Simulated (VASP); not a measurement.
# CuI (Marshite): what each functional gives for the gap, part 2 of 3

Aim: the gap of CuI (Marshite) on one structure at many levels of theory. The starting structure is a measured crystal structure from the Crystallography Open Database. Cell and atoms stay as given. Meshes and data sets differ where the inputs say so.

VASP 6.6.1.

Results so far: LDA 0.991 eV; PBE 1.136 eV; r2SCAN 1.607 eV.

The database entry behind the starting cell differs from later determinations by our own check (about 0.15 % long (mineral sample)), so it need not match the best structure at ambient conditions.

## Step 5: Bands with TB-mBJ

Level of this step: TB-mBJ; plane waves and PAW (I, Cu) (VASP).

TB-mBJ is a local potential fitted to gaps: it costs far less than a hybrid but gives no energy. Its energies, forces and stress mean nothing.

INCAR

```
SYSTEM = CuI
PREC = Accurate
ENCUT = 350
EDIFF = 1E-06
NELM = 150
ISMEAR = 0
SIGMA = 0.03
LREAL = .FALSE.
ALGO = Normal
METAGGA = MBJ
LASPH = .TRUE.
NBANDS = 21
LORBIT = 11
LWAVE = .FALSE.
LCHARG = .FALSE.
KPAR = 4
```

POSCAR

```
CuI
1.0
    0.0000000000      3.0315000000      3.0315000000
    3.0315000000      0.0000000000      3.0315000000
    3.0315000000      3.0315000000      0.0000000000
I Cu
1 1
Direct
    0.0000000000      0.0000000000      0.0000000000
    0.7500000000      0.7500000000      0.7500000000
```

KPOINTS

```
Automatic mesh
0
Gamma
6 6 6
0 0 0
```

KPOINTS_OPT

```
Line mode
10
Line-mode
Reciprocal
  0.00000000   0.00000000   0.00000000 GAMMA
  0.50000000   0.00000000   0.50000000 X

  0.50000000   0.00000000   0.50000000 X
  0.50000000   0.25000000   0.75000000 W

  0.50000000   0.25000000   0.75000000 W
  0.37500000   0.37500000   0.75000000 K

  0.37500000   0.37500000   0.75000000 K
  0.00000000   0.00000000   0.00000000 GAMMA

  0.00000000   0.00000000   0.00000000 GAMMA
  0.50000000   0.50000000   0.50000000 L

  0.50000000   0.50000000   0.50000000 L
  0.62500000   0.25000000   0.62500000 U

  0.62500000   0.25000000   0.62500000 U
  0.50000000   0.25000000   0.75000000 W

  0.50000000   0.25000000   0.75000000 W
  0.50000000   0.50000000   0.50000000 L

  0.50000000   0.50000000   0.50000000 L
  0.37500000   0.37500000   0.75000000 K

  0.62500000   0.25000000   0.62500000 U
  0.50000000   0.00000000   0.50000000 X
```

Potentials, in the order of the species: I and Cu (PBE family, release 64).

The run is started by

```sh
$ mpirun -np 4 vasp_std
```

The log of the run:

```text
[banner, memory and clock lines left out]
running    4 mpi-ranks, on    1 nodes
[...]
[... a notice as in an earlier step ...]

 LDA part: xc-table for (None), standard interpolation
 POSCAR, INCAR and KPOINTS ok, starting setup
[...]
entering main loop
       N       E                     dE             d eps       ncg     rms          rms(c)
DAV:   1     0.521460644086E+03    0.52146E+03   -0.56114E+03   672   0.660E+02
DAV:   2     0.436610927743E+03   -0.84850E+02   -0.73889E+02   717   0.167E+02
DAV:   3     0.430288405583E+03   -0.63225E+01   -0.61853E+01   827   0.511E+01
DAV:   4     0.430145155432E+03   -0.14325E+00   -0.14303E+00   777   0.674E+00
[...]
DAV:  49     0.433263553218E+03   -0.35744E-05   -0.91188E-12   426   0.571E-05    0.999E-06
DAV:  50     0.433263551675E+03   -0.15426E-05   -0.73214E-12   436   0.205E-05    0.123E-05
DAV:  51     0.433263552084E+03    0.40851E-06    0.77793E-13   426   0.118E-05
   1 F= 0.43326355E+03 E0= 0.43326355E+03  d E =-.331649E-23
 Start KPOINTS_OPT (optional k-point list driver)
k-point batch [1-16\100]
       N       E                     dE             ncg
DAV:   1     0.203977754434E+04   -0.35531E+04      680
DAV:   2     0.559932262042E+03   -0.14798E+04      727
DAV:   3     0.445622062690E+03   -0.11431E+03      835
DAV:   4     0.443243931911E+03   -0.23781E+01      818
DAV:   5     0.443169219031E+03   -0.74713E-01      864
DAV:   6     0.443165599115E+03   -0.36199E-02      895
DAV:   7     0.443165439501E+03   -0.15961E-03      925
DAV:   8     0.443165437023E+03   -0.24774E-05      661
DAV:   9     0.443165436901E+03   -0.12259E-06      565
[...]
k-point batch [97-100\100]
       N       E                     dE             ncg
DAV:   1     0.656262323465E+04   -0.14392E+04      168
DAV:   2     0.619830585782E+04   -0.36432E+03      178
DAV:   3     0.617247932374E+04   -0.25827E+02      227
DAV:   4     0.617197637166E+04   -0.50295E+00      204
DAV:   5     0.617195984914E+04   -0.16523E-01      224
DAV:   6     0.617195894992E+04   -0.89922E-03      210
DAV:   7     0.617195891492E+04   -0.35004E-04      232
DAV:   8     0.617195891344E+04   -0.14768E-05      156
DAV:   9     0.617195891343E+04   -0.76388E-08      144
```

The job ended after 25 s (4 MPI ranks of Intel Xeon 6975P-C (Granite Rapids), shared host; peak memory 0.64 GiB).

Parts of OUTCAR (step 5):

```text
  Total      -63.4926362    -63.4926362    -63.4926362      0.0000000      0.0000000      0.0000000
  in kB    -1825.7076203  -1825.7076203  -1825.7076203      0.0000000      0.0000000      0.0000000
  external PRESSURE =   -1825.7076203 kB  Pullay stress =       0.0000000 kB

 POSITION                                       TOTAL-FORCE (eV/Angst)
 -----------------------------------------------------------------------------------
      0.00000      0.00000      0.00000        -0.000000     -0.000000     -0.000000
      4.54725      4.54725      4.54725         0.000000      0.000000      0.000000
 -----------------------------------------------------------------------------------
    total drift:                                0.000648      0.000648      0.000649

  FREE ENERGIE OF THE ION-ELECTRON SYSTEM (eV)
  ---------------------------------------------------
  free  energy   TOTEN  =       433.2635520837 eV

  energy  without entropy=      433.2635520837  energy(sigma->0) =      433.26355208

[... 2 parts as in an earlier step ...]

[... 1 further part left out ...]
[key lines of the parts left out:]
E-fermi :   5.3097
```

TB-mBJ gives a direct gap of 2.189 eV. The least gap is +1.198 eV from that of LDA.

## Step 6: Bands with LDA+U (Cu d 7 eV)

The U is chosen by hand, not computed for this crystal, and pushes the named shell towards whole occupations.

INCAR

```
SYSTEM = CuI
PREC = Accurate
ENCUT = 350
EDIFF = 1E-06
NELM = 100
ISMEAR = 0
SIGMA = 0.03
LREAL = .FALSE.
ALGO = Normal
GGA = CA
NBANDS = 21
LDAU = .TRUE.
LDAUTYPE = 2
LDAUL = -1 2
LDAUU = 0 7
LDAUJ = 0 0
LDAUPRINT = 1
LASPH = .TRUE.
LMAXMIX = 4
LORBIT = 11
LWAVE = .FALSE.
LCHARG = .FALSE.
KPAR = 4
```

POSCAR is that of step 5.

KPOINTS is that of step 5.

KPOINTS_OPT is that of step 5.

Potentials, in the order of the species: I and Cu (LDA family, release 64).

The run is started by

```sh
$ mpirun -np 4 vasp_std
```

The log of the run:

```text
[... set-up lines as in an earlier step ...]
 entering main loop
       N       E                     dE             d eps       ncg     rms          rms(c)
DAV:   1     0.970775786020E+02    0.97078E+02   -0.57341E+03   682   0.691E+02
DAV:   2     0.362944690858E+01   -0.93448E+02   -0.83098E+02   722   0.186E+02
DAV:   3    -0.490639643775E+01   -0.85358E+01   -0.83973E+01   813   0.603E+01
DAV:   4    -0.514154896074E+01   -0.23515E+00   -0.23494E+00   787   0.885E+00
[...]
DAV:  10    -0.511888914021E+01   -0.10520E-04   -0.56553E-05   834   0.940E-02    0.145E-02
DAV:  11    -0.511889064098E+01   -0.15008E-05   -0.35801E-06   877   0.406E-02    0.495E-03
DAV:  12    -0.511889102935E+01   -0.38837E-06   -0.26724E-07   659   0.143E-02
   1 F= -.51188910E+01 E0= -.51188910E+01  d E =-.352580E-15
 Start KPOINTS_OPT (optional k-point list driver)
k-point batch [1-16\100]
       N       E                     dE             ncg
DAV:   1     0.149259419616E+04   -0.41002E+04      680
DAV:   2    -0.121615155765E+02   -0.15048E+04      722
DAV:   3    -0.156022465476E+03   -0.14386E+03      830
DAV:   4    -0.159633063060E+03   -0.36106E+01      833
DAV:   5    -0.159782113074E+03   -0.14905E+00     1000
DAV:   6    -0.159783343825E+03   -0.12308E-02      847
DAV:   7    -0.159783397721E+03   -0.53896E-04      972
DAV:   8    -0.159783399545E+03   -0.18242E-05      674
DAV:   9    -0.159783399564E+03   -0.18582E-07      531
[...]
k-point batch [97-100\100]
       N       E                     dE             ncg
DAV:   1     0.641568602810E+04   -0.15861E+04      176
DAV:   2     0.605298578500E+04   -0.36270E+03      173
DAV:   3     0.602125112810E+04   -0.31735E+02      248
DAV:   4     0.602055348963E+04   -0.69764E+00      211
DAV:   5     0.602052737585E+04   -0.26114E-01      232
DAV:   6     0.602052622031E+04   -0.11555E-02      238
DAV:   7     0.602052621509E+04   -0.52182E-05      232
DAV:   8     0.602052621502E+04   -0.71048E-07      184
```

Elapsed: 6.2 s, on 4 MPI ranks; peak memory 0.58 GiB.

OUTCAR, selected parts (step 6):

```text
  Total       -1.3570913     -1.3570913     -1.3570913      0.0000000      0.0000000      0.0000000
  in kB      -39.0226666    -39.0226666    -39.0226666      0.0000000      0.0000000      0.0000000
  external PRESSURE =     -39.0226666 kB  Pullay stress =       0.0000000 kB

 POSITION                                       TOTAL-FORCE (eV/Angst)
 -----------------------------------------------------------------------------------
      0.00000      0.00000      0.00000        -0.000000     -0.000000     -0.000000
      4.54725      4.54725      4.54725         0.000000      0.000000      0.000000
 -----------------------------------------------------------------------------------
    total drift:                               -0.000001     -0.000001     -0.000001

  FREE ENERGIE OF THE ION-ELECTRON SYSTEM (eV)
  ---------------------------------------------------
  free  energy   TOTEN  =        -5.1188910294 eV

  energy  without entropy=       -5.1188910294  energy(sigma->0) =       -5.11889103

[... 2 parts as in an earlier step ...]

[... 1 further part left out ...]
[key lines of the parts left out:]
E-fermi :   3.4926
```

LDA+U (Cu d 7 eV) gives a direct gap of 1.965 eV. The least gap is +0.974 eV from that of LDA.

## Step 7: Bands with r2SCAN+U (Cu d 3.5 eV)

INCAR: that of step 6 with these lines changed.

```diff
@@ -9,3 +9,4 @@
 ALGO = Normal
-GGA = CA
+METAGGA = R2SCAN
+LASPH = .TRUE.
 NBANDS = 21
@@ -14,6 +15,5 @@
 LDAUL = -1 2
-LDAUU = 0 7
+LDAUU = 0 3.5
 LDAUJ = 0 0
 LDAUPRINT = 1
-LASPH = .TRUE.
 LMAXMIX = 4
```

POSCAR is that of step 6.

KPOINTS is that of step 6.

KPOINTS_OPT is that of step 6.

PAW data sets: I and Cu (PBE family, release 64).

The run is started by

```sh
$ mpirun -np 4 vasp_std
```

The log of the run:

```text
[... set-up lines as in an earlier step ...]
 entering main loop
       N       E                     dE             d eps       ncg     rms          rms(c)
DAV:   1     0.629213149477E+02    0.62921E+02   -0.58241E+03   672   0.690E+02
DAV:   2    -0.301762141597E+02   -0.93098E+02   -0.81226E+02   712   0.180E+02
DAV:   3    -0.377589476119E+02   -0.75827E+01   -0.74326E+01   798   0.571E+01
DAV:   4    -0.379479366274E+02   -0.18899E+00   -0.18876E+00   803   0.791E+00
[...]
DAV:  15    -0.348493915797E+02   -0.16629E-05   -0.80915E-07   609   0.639E-03    0.675E-03
DAV:  16    -0.348493892404E+02    0.23393E-05   -0.24014E-06   635   0.426E-02    0.151E-03
DAV:  17    -0.348493890327E+02    0.20773E-06   -0.16570E-07   406   0.270E-03
   1 F= -.34849389E+02 E0= -.34849389E+02  d E =-.730444E-15
 Start KPOINTS_OPT (optional k-point list driver)
k-point batch [1-16\100]
       N       E                     dE             ncg
DAV:   1     0.166634979839E+04   -0.39265E+04      680
DAV:   2     0.132347562178E+03   -0.15340E+04      722
DAV:   3     0.319143295313E+01   -0.12916E+03      834
DAV:   4     0.910592926019E-01   -0.31004E+01      803
DAV:   5    -0.384549910943E-01   -0.12951E+00     1023
DAV:   6    -0.404910794593E-01   -0.20361E-02      814
DAV:   7    -0.406356657436E-01   -0.14459E-03     1029
DAV:   8    -0.406360423706E-01   -0.37663E-06      624
[...]
k-point batch [97-100\100]
       N       E                     dE             ncg
DAV:   1     0.645453342349E+04   -0.15473E+04      176
DAV:   2     0.608804723268E+04   -0.36649E+03      173
DAV:   3     0.606054489044E+04   -0.27502E+02      235
DAV:   4     0.605997788986E+04   -0.56700E+00      199
DAV:   5     0.605995307266E+04   -0.24817E-01      240
DAV:   6     0.605995217916E+04   -0.89350E-03      202
DAV:   7     0.605995217374E+04   -0.54210E-05      248
DAV:   8     0.605995217367E+04   -0.71087E-07      167
```

It took 28 s on 4 MPI ranks; peak memory 0.62 GiB; 1.8 min of CPU time.

OUTCAR, selected parts (step 7):

```text
  Total       -0.1608634     -0.1608634     -0.1608634      0.0000000      0.0000000      0.0000000
  in kB       -4.6255676     -4.6255676     -4.6255676      0.0000000      0.0000000      0.0000000
  external PRESSURE =      -4.6255676 kB  Pullay stress =       0.0000000 kB

 POSITION                                       TOTAL-FORCE (eV/Angst)
 -----------------------------------------------------------------------------------
      0.00000      0.00000      0.00000        -0.000000     -0.000000      0.000000
      4.54725      4.54725      4.54725         0.000000      0.000000     -0.000000
 -----------------------------------------------------------------------------------
    total drift:                                0.000004      0.000004      0.000004

  FREE ENERGIE OF THE ION-ELECTRON SYSTEM (eV)
  ---------------------------------------------------
  free  energy   TOTEN  =       -34.8493890327 eV

  energy  without entropy=      -34.8493890327  energy(sigma->0) =      -34.84938903

[... 2 parts as in an earlier step ...]

[... 1 further part left out ...]
[key lines of the parts left out:]
E-fermi :   3.9290
```

r2SCAN+U (Cu d 3.5 eV) gives a direct gap of 2.188 eV. The least gap is +1.197 eV from that of LDA.

## Step 8: Bands with LDA + spin-orbit coupling

Spin-orbit coupling is switched on in this step.

INCAR

```
SYSTEM = CuI
PREC = Accurate
ENCUT = 350
EDIFF = 1E-06
NELM = 100
ISMEAR = 0
SIGMA = 0.03
LREAL = .FALSE.
ALGO = Normal
GGA = CA
LNONCOLLINEAR = .TRUE.
MAGMOM = 0 0 0 0 0 0
NBANDS = 30
GGA_COMPAT = .FALSE.
LASPH = .TRUE.
LSORBIT = .TRUE.
LMAXMIX = 4
LORBIT = 11
LWAVE = .FALSE.
LCHARG = .FALSE.
KPAR = 4
```

POSCAR is that of step 7.

KPOINTS is that of step 7.

KPOINTS_OPT is that of step 7.

Potentials, in the order of the species: I and Cu (LDA family, release 64).

The run is started by

```sh
$ mpirun -np 4 vasp_ncl
```

The log of the run:

```text
[... set-up lines as in an earlier step ...]
 entering main loop
       N       E                     dE             d eps       ncg     rms          rms(c)
DAV:   1     0.117411089552E+03    0.11741E+03   -0.55139E+03  1320   0.946E+02
DAV:   2     0.277413328536E+01   -0.11464E+03   -0.10580E+03  1368   0.242E+02
DAV:   3    -0.687220811221E+01   -0.96463E+01   -0.94176E+01  1746   0.891E+01
DAV:   4    -0.730522277224E+01   -0.43301E+00   -0.43228E+00  1840   0.176E+01
[...]
DAV:  12    -0.705751241743E+01    0.53954E-04   -0.35907E-04  1616   0.637E-01    0.287E-02
DAV:  13    -0.705751177934E+01    0.63808E-06   -0.51094E-05  2094   0.138E-01    0.386E-02
DAV:  14    -0.705751125789E+01    0.52145E-06   -0.13194E-06  1464   0.127E-02
   1 F= -.70575113E+01 E0= -.70575113E+01  d E =-.442412E-15  mag=     0.0000     0.0000     0.0000
 Start KPOINTS_OPT (optional k-point list driver)
k-point batch [1-22\100]
       N       E                     dE             ncg
DAV:   1     0.292559577626E+04   -0.50392E+04     1320
DAV:   2     0.406184954604E+03   -0.25194E+04     1338
DAV:   3     0.172459236858E+03   -0.23373E+03     1760
DAV:   4     0.161478043635E+03   -0.10981E+02     1852
DAV:   5     0.161059583799E+03   -0.41846E+00     1896
DAV:   6     0.161051923953E+03   -0.76598E-02     1876
DAV:   7     0.161051785923E+03   -0.13803E-03     1866
DAV:   8     0.161051783304E+03   -0.26198E-05     1640
DAV:   9     0.161051783226E+03   -0.77705E-07     1092
[...]
k-point batch [89-100\100]
       N       E                     dE             ncg
DAV:   1     0.574810904102E+04   -0.42975E+04      720
DAV:   2     0.440647486262E+04   -0.13416E+04      750
DAV:   3     0.429220874442E+04   -0.11427E+03      944
DAV:   4     0.428699533057E+04   -0.52134E+01     1082
DAV:   5     0.428686923377E+04   -0.12610E+00      984
DAV:   6     0.428686563060E+04   -0.36032E-02     1058
DAV:   7     0.428686559036E+04   -0.40246E-04      946
DAV:   8     0.428686558914E+04   -0.12200E-05      930
DAV:   9     0.428686558910E+04   -0.37739E-07      586
```

The job ended after 27 s (4 MPI ranks; peak memory 0.91 GiB).

Parts of OUTCAR (step 8):

```text
  Total       -1.4518424     -1.4518424     -1.4518424     -0.0000000      0.0000000      0.0000000
  in kB      -41.7471991    -41.7471991    -41.7471991     -0.0000000      0.0000000      0.0000000
  external PRESSURE =     -41.7471991 kB  Pullay stress =       0.0000000 kB

 POSITION                                       TOTAL-FORCE (eV/Angst)
 -----------------------------------------------------------------------------------
      0.00000      0.00000      0.00000        -0.000000      0.000000     -0.000000
      4.54725      4.54725      4.54725         0.000000     -0.000000      0.000000
 -----------------------------------------------------------------------------------
    total drift:                               -0.000001     -0.000001     -0.000001

  FREE ENERGIE OF THE ION-ELECTRON SYSTEM (eV)
  ---------------------------------------------------
  free  energy   TOTEN  =        -7.0575112579 eV

  energy  without entropy=       -7.0575112579  energy(sigma->0) =       -7.05751126

 magnetization (x)
# of ion       s       p       d       tot
------------------------------------------
    1        0.000  -0.000   0.000  -0.000
    2        0.000  -0.000   0.000   0.000
--------------------------------------------------
tot          0.000  -0.000   0.000  -0.000

 magnetization (y)
# of ion       s       p       d       tot
------------------------------------------
    1        0.000  -0.000  -0.000  -0.000
    2        0.000  -0.000   0.000   0.000
--------------------------------------------------
tot          0.000  -0.000   0.000  -0.000

 magnetization (z)
# of ion       s       p       d       tot
------------------------------------------
    1       -0.000   0.000   0.000   0.000
    2        0.000  -0.000  -0.000  -0.000
--------------------------------------------------
tot         -0.000  -0.000  -0.000  -0.000

[... 1 part as in an earlier step ...]

[... 2 further parts left out ...]
[key lines of the parts left out:]
E-fermi :   4.4966
```

LDA + spin-orbit coupling gives a direct gap of 0.821 eV. The least gap is -0.170 eV from that of LDA.

(Part 2 of 3 ends here.)

[Lines on the potential files, build, host, timing and source positions are cut from VASP's logs without a mark.]

[Logs are printed without paths, hosts, clocks, repeated set-up lines and the standing remarks that a program may print on its own settings, such as how far it seeks lower states.]

[Hosts, paths, dates, database ids (printed as entryN), source tags and the programs' standing remarks are cut or masked in the printed files.]
